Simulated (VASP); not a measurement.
# A VASP study of BAs (r2SCAN + rVV10): structure first, properties next, part 4 of 8

Aim: relax BAs with r2SCAN + rVV10, compute its properties on that cell and hold them against experiment. The start is a cell from a database of measured crystal structures.

VASP 6.6.1, plane waves and PAW; the level of theory is named at each step.

So far, least gap on mesh and path (eV): step 4 (bands along the symmetry lines (r2SCAN + rVV10)) 1.33. The relaxed cell has a = 4.780 Å (conventional setting).

## Step 7: Elastic constants (r2SCAN + rVV10)

Level of this step: r2SCAN with rVV10; plane waves and PAW (B, As) (VASP).

IBRION = 6 with ISIF = 3 strains the cell both ways at fixed fractional positions, and adds the ions' share afterwards from the force constants. Stress converges slowly with the basis, so the cutoff is raised.

File INCAR:

```
SYSTEM = BAs
PREC = Accurate
ENCUT = 500
EDIFF = 1E-07
NELM = 100
ISMEAR = 0
SIGMA = 0.05
LREAL = .FALSE.
ALGO = Normal
METAGGA = R2SCAN
LUSE_VDW = .TRUE.
IVDW_NL = 2
BPARAM = 11.95
CPARAM = 0.0093
LASPH = .TRUE.
NBANDS = 10
LORBIT = 11
LWAVE = .FALSE.
LCHARG = .FALSE.
KPAR = 2
IBRION = 6
NFREE = 2
POTIM = 0.015
ISIF = 3
NSW = 1
```

File POSCAR:

```
BAs
1.0
    0.0000000000      2.3898420644      2.3898420644
    2.3898420644      0.0000000000      2.3898420644
    2.3898420644      2.3898420644      0.0000000000
B As
1 1
Direct
    0.0000000000      0.0000000000      0.0000000000
    0.2500000000      0.2500000000      0.2500000000
```

File KPOINTS:

```
Automatic mesh
0
Gamma
7 7 7
0 0 0
```

Potentials, in the order of the species: B and As (PBE family, release 64).

On the command line:

```sh
$ mpirun -np 2 vasp_std
```

Output:

```text
[... set-up lines as in an earlier step ...]
 entering main loop
       N       E                     dE             d eps       ncg     rms          rms(c)
Total rVV10 correction in eV:      0.0897774    10.0781823
Total rVV10 correction in eV:      0.0897774    10.0781823
DAV:   1     0.600908700691E+00    0.60091E+00   -0.38158E+03   408   0.705E+02
DAV:   2    -0.229677209989E+02   -0.23569E+02   -0.21637E+02   528   0.104E+02
DAV:   3    -0.237294116004E+02   -0.76169E+00   -0.75900E+00   496   0.186E+01
DAV:   4    -0.237317323530E+02   -0.23208E-02   -0.23206E-02   458   0.104E+00
DAV:   5    -0.237317361191E+02   -0.37661E-05   -0.37660E-05   474   0.438E-02    0.498E+00
Total rVV10 correction in eV:      0.0982665    10.0781823
Total rVV10 correction in eV:      0.0982665    10.0781823
DAV:   6    -0.221702509064E+02    0.15615E+01   -0.97165E-01   418   0.545E+00    0.280E+00
Total rVV10 correction in eV:      0.1084124    10.0781823
Total rVV10 correction in eV:      0.1084124    10.0781823
DAV:   7    -0.221352290821E+02    0.35022E-01   -0.19031E-01   480   0.240E+00    0.960E-01
Total rVV10 correction in eV:      0.1154839    10.0781823
Total rVV10 correction in eV:      0.1154839    10.0781823
DAV:   8    -0.221321388757E+02    0.30902E-02   -0.16183E-02   448   0.998E-01    0.913E-02
Total rVV10 correction in eV:      0.1159777    10.0781823
Total rVV10 correction in eV:      0.1159777    10.0781823
DAV:   9    -0.221323043584E+02   -0.16548E-03   -0.35813E-04   460   0.152E-01    0.459E-02
Total rVV10 correction in eV:      0.1162757    10.0781823
Total rVV10 correction in eV:      0.1162757    10.0781823
DAV:  10    -0.221323503141E+02   -0.45956E-04   -0.31845E-05   442   0.572E-02    0.165E-02
Total rVV10 correction in eV:      0.1163552    10.0781823
Total rVV10 correction in eV:      0.1163552    10.0781823
DAV:  11    -0.221323505529E+02   -0.23878E-06   -0.54335E-06   472   0.225E-02    0.741E-03
Total rVV10 correction in eV:      0.1163634    10.0781823
Total rVV10 correction in eV:      0.1163634    10.0781823
DAV:  12    -0.221323511650E+02   -0.61213E-06   -0.13543E-07   454   0.285E-03    0.711E-04
Total rVV10 correction in eV:      0.1163609    10.0781823
Total rVV10 correction in eV:      0.1163609    10.0781823
DAV:  13    -0.221323513402E+02   -0.17520E-06   -0.11670E-08   264   0.816E-04    0.817E-04
Total rVV10 correction in eV:      0.1163615    10.0781823
Total rVV10 correction in eV:      0.1163615    10.0781823
DAV:  14    -0.221323513219E+02    0.18312E-07   -0.83571E-10   238   0.272E-04
Total rVV10 correction in eV:      0.1163615    10.0781823
Total rVV10 correction in eV:      0.1163615    10.0781823
Total rVV10 correction in eV:      0.1163615    10.0781823
Total rVV10 correction in eV:      0.1163615    10.0781823
   1 F= -.22132351E+02 E0= -.22132351E+02  d E =-.275262E-20
 Found     2 degrees of freedom:
 Adding 6 more for cell shape distortion
 Finite differences POTIM= 0.01500 DOF=   8
 bond charge predicted
       N       E                     dE             d eps       ncg     rms          rms(c)
Total rVV10 correction in eV:      0.1163340    10.0781823
Total rVV10 correction in eV:      0.1163340    10.0781823
DAV:   1    -0.221271092858E+02    0.52421E-02   -0.13578E-01   876   0.229E+00    0.237E-01
Total rVV10 correction in eV:      0.1170039    10.0781823
Total rVV10 correction in eV:      0.1170039    10.0781823
DAV:   2    -0.221270979947E+02    0.11291E-04   -0.49029E-03   898   0.470E-01    0.147E-01
Total rVV10 correction in eV:      0.1177334    10.0781823
Total rVV10 correction in eV:      0.1177334    10.0781823
DAV:   3    -0.221268331443E+02    0.26485E-03   -0.10373E-03   860   0.180E-01    0.578E-02
Total rVV10 correction in eV:      0.1178136    10.0781823
Total rVV10 correction in eV:      0.1178136    10.0781823
DAV:   4    -0.221268272662E+02    0.58780E-05   -0.36207E-05   932   0.393E-02    0.395E-02
Total rVV10 correction in eV:      0.1179164    10.0781823
Total rVV10 correction in eV:      0.1179164    10.0781823
DAV:   5    -0.221268249527E+02    0.23135E-05   -0.10307E-05   930   0.237E-02    0.185E-02
Total rVV10 correction in eV:      0.1179182    10.0781823
Total rVV10 correction in eV:      0.1179182    10.0781823
DAV:   6    -0.221268243918E+02    0.56085E-06   -0.57498E-07   896   0.523E-03    0.115E-03
Total rVV10 correction in eV:      0.1179196    10.0781823
Total rVV10 correction in eV:      0.1179196    10.0781823
DAV:   7    -0.221268243773E+02    0.14506E-07   -0.14477E-08   498   0.101E-03
Total rVV10 correction in eV:      0.1179201    10.0781823
Total rVV10 correction in eV:      0.1179201    10.0781823
Total rVV10 correction in eV:      0.1179202    10.0781823
Total rVV10 correction in eV:      0.1179202    10.0781823
   2 F= -.22126824E+02 E0= -.22126824E+02  d E =-.935182E-11
[... from here on, the cycles between the ionic steps are left out ...]
   3 F= -.22126701E+02 E0= -.22126701E+02  d E =-.180744E-18
   4 F= -.22126824E+02 E0= -.22126824E+02  d E =-.909843E-11
   5 F= -.22126701E+02 E0= -.22126701E+02  d E =-.132129E-17
   6 F= -.22126825E+02 E0= -.22126825E+02  d E =-.929382E-11
   7 F= -.22126701E+02 E0= -.22126701E+02  d E =-.753248E-16
   8 F= -.22129011E+02 E0= -.22129011E+02  d E =-.380576E-18
   9 F= -.22129011E+02 E0= -.22129011E+02  d E =-.383263E-18
  10 F= -.22129011E+02 E0= -.22129011E+02  d E =-.385499E-18
  11 F= -.22129011E+02 E0= -.22129011E+02  d E =-.382716E-18
  12 F= -.22129011E+02 E0= -.22129011E+02  d E =-.385063E-18
  13 F= -.22129011E+02 E0= -.22129011E+02  d E =-.383499E-18
  14 F= -.22130421E+02 E0= -.22130421E+02  d E =-.138597E-20
  15 F= -.22130421E+02 E0= -.22130421E+02  d E =-.137868E-20
  16 F= -.22130421E+02 E0= -.22130421E+02  d E =-.139087E-20
 Finite differences progress:
  Degree of freedom:   8/  8
  Displacement:        1/  2
  Total:              15/ 16
 bond charge predicted
       N       E                     dE             d eps       ncg     rms          rms(c)
Total rVV10 correction in eV:      0.1163722    10.0781823
Total rVV10 correction in eV:      0.1163722    10.0781823
DAV:   1    -0.221285781503E+02    0.18427E-02   -0.28705E-01  1326   0.300E+00    0.148E-01
Total rVV10 correction in eV:      0.1163680    10.0781823
Total rVV10 correction in eV:      0.1163680    10.0781823
DAV:   2    -0.221303222098E+02   -0.17441E-02   -0.65142E-03  1452   0.621E-01    0.874E-02
Total rVV10 correction in eV:      0.1163607    10.0781823
Total rVV10 correction in eV:      0.1163607    10.0781823
DAV:   3    -0.221304145641E+02   -0.92354E-04   -0.93413E-05  1504   0.884E-02    0.176E-02
Total rVV10 correction in eV:      0.1163596    10.0781823
Total rVV10 correction in eV:      0.1163596    10.0781823
DAV:   4    -0.221304209780E+02   -0.64139E-05   -0.57631E-06  1490   0.218E-02    0.277E-03
Total rVV10 correction in eV:      0.1163593    10.0781823
Total rVV10 correction in eV:      0.1163593    10.0781823
DAV:   5    -0.221304208403E+02    0.13774E-06   -0.21504E-07  1470   0.384E-03    0.556E-04
Total rVV10 correction in eV:      0.1163591    10.0781823
Total rVV10 correction in eV:      0.1163591    10.0781823
DAV:   6    -0.221304208453E+02   -0.50487E-08   -0.13502E-08   816   0.998E-04
Total rVV10 correction in eV:      0.1163591    10.0781823
Total rVV10 correction in eV:      0.1163591    10.0781823
Total rVV10 correction in eV:      0.1163591    10.0781823
Total rVV10 correction in eV:      0.1163591    10.0781823
  17 F= -.22130421E+02 E0= -.22130421E+02  d E =-.138890E-20
 Finite differences progress:
  Degree of freedom:   8/  8
  Displacement:        2/  2
  Total:              16/ 16
```

Wall time 8.2 min (2 MPI ranks of Intel Xeon 6975P-C (Granite Rapids), shared host); peak memory 0.58 GiB; 16 min of CPU time.

Parts of OUTCAR (step 7):

```text
   ENCUT  =  500.0 eV  36.75 Ry    6.06 a.u.   6.16  6.16  6.16*2*pi/ulx,y,z

   NELECT =       8.0000    total number of electrons

 E-fermi :   6.4315

 k-point     1 :       0.0000    0.0000    0.0000
  band No.  band energies     occupation
      1     -10.1453      2.00000
      2       5.8963      2.00000
      3       6.0097      2.00000
      4       6.1207      2.00000
      5       9.3579      0.00000
      6       9.4420      0.00000
      7       9.5291      0.00000
      8      11.1338      0.00000
      9      16.2892      0.00000
    ...

  Total        0.0017091      0.0051073      0.0051073      0.0000000      0.1038969      0.0000000
  in kB        0.1003091      0.2997538      0.2997538      0.0000000      6.0978346      0.0000000
  external PRESSURE =       0.2332723 kB  Pullay stress =       0.0000000 kB

 POSITION                                       TOTAL-FORCE (eV/Angst)
 -----------------------------------------------------------------------------------
      0.00000      0.00000      0.00000        -0.257335     -0.000000     -0.000000
      1.17992      1.19492      1.19492         0.257335      0.000000      0.000000
 -----------------------------------------------------------------------------------
    total drift:                                0.000039     -0.000000     -0.000000

  FREE ENERGIE OF THE ION-ELECTRON SYSTEM (eV)
  ---------------------------------------------------
  free  energy   TOTEN  =       -22.1304208453 eV

  energy  without entropy=      -22.1304208453  energy(sigma->0) =      -22.13042085

  SYMMETRIZED ELASTIC MODULI (kBar)
 Direction    XX          YY          ZZ          XY          YZ          ZX
 --------------------------------------------------------------------------------
 XX        2915.1225    710.2270    710.2270      0.0000     -0.0000     -0.0000
 YY         710.2270   2915.1225    710.2270     -0.0000      0.0000      0.0000
 ZZ         710.2270    710.2270   2915.1225     -0.0000      0.0000     -0.0000
 XY           0.0000     -0.0000     -0.0000   1742.9288      0.0000      0.0000
 YZ          -0.0000      0.0000      0.0000      0.0000   1742.9288      0.0000
 ZX          -0.0000      0.0000     -0.0000      0.0000      0.0000   1742.9288
 --------------------------------------------------------------------------------

   1 f  =   21.068410 THz   132.376725 2PiTHz  702.766517 cm-1    87.131904 meV
             X         Y         Z           dx          dy          dz
      0.000000  0.000000  0.000000    -0.000000   -0.000000   -0.934835
      1.194921  1.194921  1.194921    -0.000000    0.000000    0.355082

   2 f  =   21.068410 THz   132.376725 2PiTHz  702.766517 cm-1    87.131904 meV
             X         Y         Z           dx          dy          dz
      0.000000  0.000000  0.000000    -0.000000   -0.934835    0.000000
      1.194921  1.194921  1.194921    -0.000000    0.355082    0.000000

   3 f  =   21.068410 THz   132.376725 2PiTHz  702.766517 cm-1    87.131904 meV
             X         Y         Z           dx          dy          dz
      0.000000  0.000000  0.000000     0.934835    0.000000    0.000000
      1.194921  1.194921  1.194921    -0.355082    0.000000    0.000000

   4 f/i=    0.000549 THz     0.003452 2PiTHz    0.018328 cm-1     0.002272 meV
             X         Y         Z           dx          dy          dz
      0.000000  0.000000  0.000000     0.032619    0.346201    0.071862
      1.194921  1.194921  1.194921     0.085878    0.911453    0.189194

   5 f/i=    0.000549 THz     0.003452 2PiTHz    0.018328 cm-1     0.002272 meV
             X         Y         Z           dx          dy          dz
      0.000000  0.000000  0.000000     0.029030   -0.074546    0.345953
      1.194921  1.194921  1.194921     0.076429   -0.196260    0.910800

   6 f/i=    0.000549 THz     0.003452 2PiTHz    0.018328 cm-1     0.002272 meV
             X         Y         Z           dx          dy          dz
      0.000000  0.000000  0.000000     0.352387   -0.025906   -0.035152
      1.194921  1.194921  1.194921     0.927739   -0.068202   -0.092546

 ELASTIC MODULI CONTR FROM IONIC RELAXATION (kBar)
 Direction    XX          YY          ZZ          XY          YZ          ZX
 --------------------------------------------------------------------------------
 XX          -0.0000     -0.0000     -0.0000      0.0000     -0.0000      0.0000
 YY          -0.0000     -0.0000     -0.0000      0.0000     -0.0000      0.0000
 ZZ          -0.0000     -0.0000     -0.0000      0.0000     -0.0000      0.0000
 XY           0.0000      0.0000      0.0000   -164.2184     -0.0000      0.0000
 YZ          -0.0000     -0.0000     -0.0000     -0.0000   -164.2184      0.0000
 ZX           0.0000      0.0000      0.0000      0.0000      0.0000   -164.2184
 --------------------------------------------------------------------------------

 TOTAL ELASTIC MODULI (kBar)
 Direction    XX          YY          ZZ          XY          YZ          ZX
 --------------------------------------------------------------------------------
 XX        2915.1225    710.2270    710.2270      0.0000     -0.0000     -0.0000
 YY         710.2270   2915.1225    710.2270     -0.0000      0.0000      0.0000
 ZZ         710.2270    710.2270   2915.1225     -0.0000     -0.0000     -0.0000
 XY           0.0000     -0.0000     -0.0000   1578.7105     -0.0000      0.0000
 YZ          -0.0000      0.0000     -0.0000     -0.0000   1578.7105      0.0000
 ZX          -0.0000      0.0000     -0.0000      0.0000      0.0000   1578.7105
 --------------------------------------------------------------------------------

[... 6 parts as in an earlier step ...]

[... 11 further parts left out ...]
```

This step gave:

* pressure of the cell: 0.007776 GPa
* mechanically stable: yes
* bulk modulus (Voigt): 144.5 GPa
* shear modulus (Voigt): 138.8 GPa
* bulk modulus (Hill): 144.5 GPa
* shear modulus (Hill): 136.7 GPa
* Young's modulus: 311.8 GPa
* Poisson's ratio: 0.1404

Elastic constants with relaxed ions, Voigt order xx yy zz yz xz xy (GPa):

```
291.5  71.0  71.0   0.0   0.0   0.0
 71.0 291.5  71.0   0.0   0.0   0.0
 71.0  71.0 291.5   0.0   0.0   0.0
  0.0   0.0   0.0 157.9   0.0   0.0
  0.0   0.0   0.0   0.0 157.9   0.0
  0.0   0.0   0.0   0.0   0.0 157.9
```

Elastic constants with clamped ions, Voigt order xx yy zz yz xz xy (GPa):

```
291.5  71.0  71.0   0.0   0.0   0.0
 71.0 291.5  71.0   0.0   0.0   0.0
 71.0  71.0 291.5   0.0   0.0   0.0
  0.0   0.0   0.0 174.3   0.0   0.0
  0.0   0.0   0.0   0.0 174.3   0.0
  0.0   0.0   0.0   0.0   0.0 174.3
```

B/G is 1.06, which by Pugh's rule of thumb (1.75) points to a brittle solid. The Zener ratio 2C44/(C11 - C12) is 1.43, where 1 means isotropic. With the density of 5.21 g/cm³ the Hill moduli give sound speeds of 7.92 km/s (longitudinal) and 5.12 km/s (transverse), and from their mean a Debye temperature of 700 K.

(Continued in part 5 of 8.)

[Lines on the potential files, build, host, timing and source positions are cut from VASP's logs without a mark.]

[Logs are printed without paths, hosts, clocks, repeated set-up lines and the standing remarks that a program may print on its own settings, such as how far it seeks lower states.]

[Hosts, paths, dates, database ids (printed as entryN), source tags and the programs' standing remarks are cut or masked in the printed files.]

[A measured line is paired with the nearest computed mode of its activity, which favours agreement.]
